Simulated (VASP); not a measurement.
# Sound and unsound inputs on TiPt3, part 2 of 3

Which changes to a sound input spoil a run on TiPt3, which are harmless, and which give a warning? All runs use LDA. The start is a cell from a database of measured crystal structures.

VASP 6.6.1; LDA; plane waves and PAW (Ti_sv, Pt).

Still holding for the runs below: The k-mesh is coarse for a metal.

So far. Step 2 (Reference run): The pressure is -4.52 GPa and the largest force 0.000 eV/Å, so the cell is not at a minimum at these settings.

The database entry behind the starting cell is an old determination (1943), so it need not match the best structure at ambient conditions.

## 5. Self-consistent run (LDA), changed input

A single point gives energy, forces and stress at these settings. Some settings are moved from the usual, to see what they do.

Input file INCAR:

```
SYSTEM = TiPt3
PREC = Accurate
ENCUT = 400
EDIFF = 1E-06
NELM = 100
ISMEAR = -1
SIGMA = 0.05
LREAL = .FALSE.
ALGO = Normal
GGA = CA
NBANDS = 27
LASPH = .TRUE.
LORBIT = 11
LWAVE = .FALSE.
LCHARG = .FALSE.
KPAR = 4
ISIF = 2
AMIX = 0.2
BMIX = 1E-04
AMIX_MAG = 0.8
BMIX_MAG = 1E-04
```

Input file POSCAR:

```
TiPt3
1.0
    3.8970000000      0.0000000000      0.0000000000
    0.0000000000      3.8970000000      0.0000000000
    0.0000000000      0.0000000000      3.8970000000
Ti Pt
1 3
Direct
    0.0000000000      0.0000000000      0.0000000000
    0.0000000000      0.5000000000      0.5000000000
    0.5000000000      0.0000000000      0.5000000000
    0.5000000000      0.5000000000      0.0000000000
```

Input file KPOINTS:

```
Automatic mesh
0
Monkhorst-Pack
5 5 5
0 0 0
```

PAW data sets: Ti_sv and Pt (LDA family, release 64).

Launch:

```sh
> mpirun -np 4 vasp_std
```

What it wrote:

```text
[... set-up lines as in an earlier step ...]
 entering main loop
       N       E                     dE             d eps       ncg     rms          rms(c)
[... 5 cycles as in an earlier step ...]
DAV:   6    -0.357243482985E+02    0.22230E+01   -0.46802E+00   703   0.181E+01    0.155E+01
DAV:   7    -0.350772752510E+02    0.64707E+00   -0.24654E+00   646   0.875E+00    0.117E+01
DAV:   8    -0.347230322443E+02    0.35424E+00   -0.31752E+00   657   0.139E+01    0.455E+00
DAV:   9    -0.351805208253E+02   -0.45749E+00   -0.50019E+00   704   0.168E+01    0.586E+00
DAV:  10    -0.346088533918E+02    0.57167E+00   -0.13802E+00   736   0.902E+00    0.533E-01
DAV:  11    -0.346099930555E+02   -0.11397E-02   -0.53652E-02   686   0.144E+00    0.403E-01
DAV:  12    -0.346109404242E+02   -0.94737E-03   -0.31063E-02   716   0.127E+00    0.522E-01
DAV:  13    -0.346091651627E+02    0.17753E-02   -0.15657E-03   742   0.307E-01    0.285E-01
DAV:  14    -0.346081224159E+02    0.10427E-02   -0.32444E-03   719   0.435E-01    0.306E-02
DAV:  15    -0.346081284832E+02   -0.60673E-05   -0.70958E-05   636   0.554E-02    0.257E-02
DAV:  16    -0.346081342563E+02   -0.57732E-05   -0.24445E-05   715   0.381E-02    0.235E-02
DAV:  17    -0.346081344524E+02   -0.19612E-06   -0.32945E-06   554   0.109E-02
   1 F= -.34608134E+02 E0= -.34599182E+02  d E =-.179052E-01
```

The job ended after 3 s (4 MPI ranks of Intel Xeon 6975P-C (Granite Rapids), shared host; peak memory 0.53 GiB).

OUTCAR, selected parts (step 5):

```text
The static configuration has the point symmetry O_h .

 Found     10 irreducible k-points:

   NELECT =      42.0000    total number of electrons

 E-fermi :  11.7224

 k-point     1 :       0.0000    0.0000    0.0000
  band No.  band energies     occupation
    ...
     16      10.0149      2.00000
     17      11.1821      1.99996
     18      11.7352      0.87241
     19      11.7352      0.87241
     20      11.7352      0.87241
     21      13.1019      0.00000
     22      13.1019      0.00000
     23      13.3143      0.00000
     24      13.3143      0.00000
     25      13.3143      0.00000
    ...

 k-point     2 :       0.2000    0.0000    0.0000
  band No.  band energies     occupation
    ...
     17      10.1366      2.00000
     18      10.1366      2.00000
     19      10.7016      2.00000
     20      11.1712      1.99997
     21      11.7364      0.86026
     22      12.5999      0.00000
     23      12.5999      0.00000
     24      12.8726      0.00000
     25      12.9233      0.00000
     26      13.7531      0.00000
    ...

  Total       -1.6794294     -1.6794294     -1.6794294      0.0000000      0.0000000      0.0000000
  in kB      -45.4654094    -45.4654094    -45.4654094      0.0000000      0.0000000      0.0000000
  external PRESSURE =     -45.4654094 kB  Pullay stress =       0.0000000 kB

 POSITION                                       TOTAL-FORCE (eV/Angst)
 -----------------------------------------------------------------------------------
      0.00000      0.00000      0.00000         0.000000      0.000000      0.000000
      0.00000      1.94850      1.94850         0.000000      0.000000      0.000000
      1.94850      0.00000      1.94850         0.000000      0.000000      0.000000
      1.94850      1.94850      0.00000         0.000000      0.000000      0.000000
 -----------------------------------------------------------------------------------
    total drift:                               -0.000000      0.000000      0.000000

  FREE ENERGIE OF THE ION-ELECTRON SYSTEM (eV)
  ---------------------------------------------------
  free  energy   TOTEN  =       -34.6081344524 eV

  energy  without entropy=      -34.5902292215  energy(sigma->0) =      -34.59918184

 total charge
# of ion       s       p       d       tot
------------------------------------------
    1        2.214   6.163   1.826  10.203
    2        0.705   0.681   8.072   9.458
    3        0.705   0.681   8.072   9.458
    4        0.705   0.681   8.072   9.458
--------------------------------------------------
tot          4.328   8.205  26.043  38.576

[... 8 parts as in an earlier step ...]

[... 5 further parts left out ...]
```

AMIX, BMIX, AMIX_MAG and BMIX_MAG act on the way to self-consistency or on speed; a fully converged result doesn't depend on them, though slow mixing can meet EDIFF with the stress still off.

This step gave:

| Property | Result |
| --- | --- |
| SCF cycles | 17 |
| pressure | -4.547 GPa |

Against the reference run the energy at zero smearing moves by +0.00 meV an atom and the pressure by -0.03 GPa.

## 6. Full relaxation (LDA), changed input

Properties are meant for the cell that this level of theory prefers, so cell and atoms are relaxed first (ISIF = 3) until forces and stress are small; EDIFFG sets the threshold. Some settings are moved from the usual, to see what they do.

Changes to INCAR since step 5:

```diff
@@ -16,6 +16,6 @@
 KPAR = 4
-ISIF = 2
-AMIX = 0.2
-BMIX = 1E-04
-AMIX_MAG = 0.8
-BMIX_MAG = 1E-04
+IBRION = 2
+NSW = 60
+ISIF = 3
+EDIFFG = -0.01
+PSTRESS = 10
```

POSCAR is that of step 5.

Input file KPOINTS:

```
Automatic mesh
0
Gamma
5 5 5
0 0 0
```

Launch:

```sh
> mpirun -np 4 vasp_std
```

What it wrote:

```text
[... set-up lines as in an earlier step ...]
 entering main loop
       N       E                     dE             d eps       ncg     rms          rms(c)
[... 16 cycles as in an earlier step ...]
   1 F= -.34238746E+02 E0= -.34229797E+02  d E =-.342387E+02
 curvature:   0.00 expect dE= 0.000E+00 dE for cont linesearch  0.000E+00
 trial: gam= 0.00000 g(F)=  0.000E+00 g(S)=  0.150E+00 ort = 0.000E+00 (trialstep = 0.100E+01)
 search vector abs. value=  0.150E+00
 bond charge predicted
       N       E                     dE             d eps       ncg     rms          rms(c)
DAV:   1    -0.366936324546E+02   -0.20855E+01   -0.54508E+01   559   0.641E+01    0.127E+01
DAV:   2    -0.347384165968E+02    0.19552E+01   -0.73655E+00   570   0.191E+01    0.572E+00
DAV:   3    -0.348903738322E+02   -0.15196E+00   -0.54916E+00   761   0.155E+01    0.669E+00
DAV:   4    -0.344195087280E+02    0.47087E+00   -0.29594E+00   678   0.112E+01    0.157E+00
DAV:   5    -0.344197805130E+02   -0.27178E-03   -0.90017E-02   730   0.212E+00    0.643E-01
DAV:   6    -0.344334816951E+02   -0.13701E-01   -0.28615E-02   817   0.544E-01    0.437E-01
DAV:   7    -0.344367795513E+02   -0.32979E-02   -0.46378E-03   730   0.420E-01    0.190E-01
DAV:   8    -0.344378355828E+02   -0.10560E-02   -0.22643E-03   819   0.168E-01    0.121E-01
DAV:   9    -0.344378488853E+02   -0.13302E-04   -0.24937E-04   677   0.120E-01    0.269E-02
DAV:  10    -0.344378514356E+02   -0.25504E-05   -0.47922E-06   587   0.150E-02    0.206E-02
DAV:  11    -0.344378510864E+02    0.34920E-06   -0.77499E-06   602   0.229E-02
   2 F= -.34095041E+02 E0= -.34087128E+02  d E =0.143705E+00
[...]
3 F= -.34259334E+02 E0= -.34250600E+02  d E =-.205876E-01
 curvature:  -0.12 expect dE=-0.838E-05 dE for cont linesearch -0.838E-05
 ZBRENT: interpolating
 opt :   0.2704  next Energy=   -34.259342 (dE=-0.206E-01)
 bond charge predicted
       N       E                     dE             d eps       ncg     rms          rms(c)
DAV:   1    -0.346214783035E+02    0.67991E-04   -0.15607E-03   556   0.348E-01    0.596E-02
DAV:   2    -0.346214248906E+02    0.53413E-04   -0.23453E-04   593   0.106E-01    0.412E-02
DAV:   3    -0.346214294950E+02   -0.46044E-05   -0.16823E-04   764   0.929E-02    0.344E-02
DAV:   4    -0.346214124882E+02    0.17007E-04   -0.62317E-05   684   0.494E-02    0.826E-03
DAV:   5    -0.346214129494E+02   -0.46126E-06   -0.19204E-06   454   0.855E-03
   4 F= -.34259344E+02 E0= -.34250615E+02  d E =-.205974E-01
 curvature:  -0.12 expect dE=-0.692E-06 dE for cont linesearch -0.692E-06
 trial: gam=-0.00614 g(F)=  0.222E-64 g(S)=  0.574E-05 ort = 0.929E-03 (trialstep = 0.854E+00)
 search vector abs. value=  0.319E-09
 reached required accuracy - stopping structural energy minimisation
```

Wall time 7.2 s (4 MPI ranks); peak memory 0.56 GiB; 27 s of CPU time.

Parts of OUTCAR (step 6):

```text
   NELECT =      42.0000    total number of electrons

 E-fermi :  12.1007

 k-point     1 :       0.0000    0.0000    0.0000
  band No.  band energies     occupation
    ...
     16      10.3437      2.00000
     17      11.5553      1.99996
     18      12.1229      0.78146
     19      12.1229      0.78146
     20      12.1229      0.78146
     21      13.5217      0.00000
     22      13.5217      0.00000
     23      13.6798      0.00000
     24      13.6798      0.00000
     25      13.6798      0.00000
    ...

  Total        0.3494729      0.3494729      0.3494729      0.0000000      0.0000000     -0.0000000
  in kB        9.6521003      9.6521003      9.6521003      0.0000000      0.0000000     -0.0000000
  external PRESSURE =      -0.3478997 kB  Pullay stress =      10.0000000 kB

 POSITION                                       TOTAL-FORCE (eV/Angst)
 -----------------------------------------------------------------------------------
      0.00000      0.00000      0.00000         0.000000      0.000000      0.000000
     -0.00000      1.93555      1.93555        -0.000000     -0.000000      0.000000
      1.93555     -0.00000      1.93555         0.000000     -0.000000      0.000000
      1.93555      1.93555      0.00000         0.000000      0.000000      0.000000
 -----------------------------------------------------------------------------------
    total drift:                                0.000000      0.000000      0.000000

  FREE ENERGIE OF THE ION-ELECTRON SYSTEM (eV)
  ---------------------------------------------------
  free  energy   TOTEN  =       -34.6214129494 eV

  energy  without entropy=      -34.6039557679  energy(sigma->0) =      -34.61268436

 reached required accuracy - stopping structural energy minimisation

[... 7 parts as in an earlier step ...]

[... 10 further parts left out ...]
```

PSTRESS = 10 sets a target pressure of 1 GPa, a physical condition rather than a numerical setting. Under PSTRESS the energies of the steps are enthalpies, with the pressure-volume term. The run keeps the 48 symmetry operations of its start, so it cannot find a distortion of lower symmetry.

Step by step:

```
step  energy less that of the first step (eV)  largest force (eV/Å)  pressure (GPa)  volume (Å³)
   1                                   0.0000                0.0000           -4.52        59.18
   2                                   0.1437                0.0000           19.00        54.92
   3                                  -0.0206                0.0000            0.88        58.03
   4                                  -0.0206                0.0000            0.97        58.01
```

| conventional cell, symmetrised | before | after | change |
| --- | --- | --- | --- |
| a (Å) | 3.897 | 3.871 | -0.7 % |
| b (Å) | 3.897 | 3.871 | -0.7 % |
| c (Å) | 3.897 | 3.871 | -0.7 % |
| volume (Å³/atom) | 14.80 | 14.50 | -2.0 % |

The relaxed structure:

```xyz
4
Lattice="3.8711 0.0000 0.0000 0.0000 3.8711 0.0000 0.0000 0.0000 3.8711" Properties=species:S:1:pos:R:3 pbc="T T T"
Ti    0.0000    0.0000    0.0000
Pt    0.0000    1.9355    1.9355
Pt    1.9355    0.0000    1.9355
Pt    1.9355    1.9355    0.0000
```

Numbers from this step:

```yaml
free_energy_toten: -34.62 eV
energy_at_zero_smearing: -34.61 eV
enthalpy: -34.26 eV
fermi_energy: 12.10 eV
pressure: 0.9652 GPa
scf_cycles_over_all_ionic_steps: 43
```

It ends with forces that vanish by symmetry and a pressure of 0.97 GPa.

## 7. Full relaxation (LDA), changed input, try 2

This run is made with a changed input; what comes of it follows.

Changes to INCAR since step 6:

```diff
@@ -4,3 +4,3 @@
 EDIFF = 1E-06
-NELM = 100
+NELM = 81
 ISMEAR = -1
@@ -17,5 +17,4 @@
 IBRION = 2
-NSW = 60
+NSW = 1
 ISIF = 3
 EDIFFG = -0.01
-PSTRESS = 10
```

POSCAR is that of step 6.

KPOINTS is that of step 6.

Launch:

```sh
> mpirun -np 4 vasp_std
```

What it wrote:

```text
[... set-up lines as in an earlier step ...]
 entering main loop
       N       E                     dE             d eps       ncg     rms          rms(c)
[... 16 cycles as in an earlier step ...]
   1 F= -.34608132E+02 E0= -.34599183E+02  d E =-.346081E+02
[...]
```

Elapsed: 3 s, on 4 MPI ranks; peak memory 0.52 GiB.

From OUTCAR (step 7):

```text
[... 20 parts as in an earlier step ...]

[... 4 further parts left out ...]
[key lines of the parts left out:]
E-fermi :  11.7226
```

CONTCAR:

```
TiPt3
   1.00000000000000
     3.8969999999999998    0.0000000000000000    0.0000000000000000
     0.0000000000000000    3.8969999999999998    0.0000000000000000
     0.0000000000000000    0.0000000000000000    3.8969999999999998
  Ti              Pt
     1     3
Direct
     0.0000000000000000    0.0000000000000000    0.0000000000000000
     0.0000000000000000    0.5000000000000000    0.5000000000000000
     0.5000000000000000    0.0000000000000000    0.5000000000000000
     0.5000000000000000    0.5000000000000000    0.0000000000000000
```

The relaxation used up its NSW steps before forces and stress met EDIFFG.

The fault in the input: too few ionic steps (NSW = "1"). Raise NSW.

## 8. Self-consistent run (LDA), changed input, try 2

A single point gives energy, forces and stress at these settings. Some settings are moved from the usual, to see what they do.

Input file INCAR:

```
SYSTEM = TiPt3
PREC = Accurate
ENCUT = 400
EDIFF = 1E-06
NELM = 100
ISMEAR = 0
SIGMA = 0.1
LREAL = .FALSE.
ALGO = Normal
GGA = CA
NBANDS = 27
LASPH = .TRUE.
LORBIT = 11
LWAVE = .FALSE.
LCHARG = .FALSE.
KPAR = 4
ISIF = 2
```

POSCAR is that of step 7.

KPOINTS is that of step 7.

Launch:

```sh
> mpirun -np 4 vasp_std
```

What it wrote:

```text
[... set-up lines as in an earlier step ...]
 entering main loop
       N       E                     dE             d eps       ncg     rms          rms(c)
DAV:   1     0.326532935989E+03    0.32653E+03   -0.18035E+04   540   0.139E+03
DAV:   2    -0.117770529411E+02   -0.33831E+03   -0.32569E+03   583   0.380E+02
DAV:   3    -0.370838572607E+02   -0.25307E+02   -0.24285E+02   701   0.973E+01
DAV:   4    -0.379280264602E+02   -0.84417E+00   -0.84166E+00   711   0.179E+01
DAV:   5    -0.379456532411E+02   -0.17627E-01   -0.17624E-01   675   0.225E+00    0.231E+01
DAV:   6    -0.360238896931E+02    0.19218E+01   -0.15593E+01   700   0.307E+01    0.140E+01
DAV:   7    -0.356485164815E+02    0.37537E+00   -0.23678E+01   734   0.312E+01    0.107E+01
DAV:   8    -0.347560773722E+02    0.89244E+00   -0.10779E+00   670   0.969E+00    0.462E+00
DAV:   9    -0.347042616989E+02    0.51816E-01   -0.18133E+00   765   0.732E+00    0.309E+00
DAV:  10    -0.346067399904E+02    0.97522E-01   -0.31495E-01   708   0.417E+00    0.601E-01
DAV:  11    -0.346102963101E+02   -0.35563E-02   -0.46511E-03   649   0.554E-01    0.774E-01
DAV:  12    -0.346047893695E+02    0.55069E-02   -0.19956E-02   762   0.961E-01    0.824E-02
DAV:  13    -0.346047667765E+02    0.22593E-04   -0.31360E-04   597   0.124E-01    0.460E-02
DAV:  14    -0.346047694948E+02   -0.27183E-05   -0.22290E-05   699   0.319E-02    0.441E-02
DAV:  15    -0.346047509127E+02    0.18582E-04   -0.38842E-05   698   0.473E-02    0.879E-03
DAV:  16    -0.346047502093E+02    0.70340E-06   -0.49460E-06   550   0.135E-02
   1 F= -.34604750E+02 E0= -.34598987E+02  d E =-.115255E-01
```

Wall time 2.8 s (4 MPI ranks); peak memory 0.53 GiB; 9.5 s of CPU time.

OUTCAR, selected parts (step 8):

```text
   NELECT =      42.0000    total number of electrons

 E-fermi :  11.7264

 k-point     1 :       0.0000    0.0000    0.0000
  band No.  band energies     occupation
    ...
     16      10.0150      2.00000
     17      11.1819      2.00000
     18      11.7355      0.89798
     19      11.7355      0.89798
     20      11.7355      0.89798
     21      13.1018      0.00000
     22      13.1018      0.00000
     23      13.3143      0.00000
     24      13.3143      0.00000
     25      13.3143      0.00000
    ...

  Total       -1.6691179     -1.6691179     -1.6691179      0.0000000      0.0000000     -0.0000000
  in kB      -45.1862581    -45.1862581    -45.1862581      0.0000000      0.0000000     -0.0000000
  external PRESSURE =     -45.1862581 kB  Pullay stress =       0.0000000 kB

  FREE ENERGIE OF THE ION-ELECTRON SYSTEM (eV)
  ---------------------------------------------------
  free  energy   TOTEN  =       -34.6047502093 eV

  energy  without entropy=      -34.5932246821  energy(sigma->0) =      -34.59898745

[... 10 parts as in an earlier step ...]

[... 8 further parts left out ...]
```

This step gave:

```
SCF cycles              : 16
free energy (TOTEN)     : -34.60 eV
energy at zero smearing : -34.60 eV
Fermi energy            : 11.73 eV
pressure                : -4.519 GPa
```

Against the reference run the energy at zero smearing moves by +0.05 meV an atom and the pressure by -0.00 GPa.

(Continued in part 3 of 3.)

[Lines on the potential files, build, host, timing and source positions are cut from VASP's logs without a mark.]

[Logs are printed without paths, hosts, clocks, repeated set-up lines and the standing remarks that a program may print on its own settings, such as how far it seeks lower states.]

[Hosts, paths, dates, database ids (printed as entryN), source tags and the programs' standing remarks are cut or masked in the printed files.]

[A measured line is paired with the nearest computed mode of its activity, which favours agreement.]
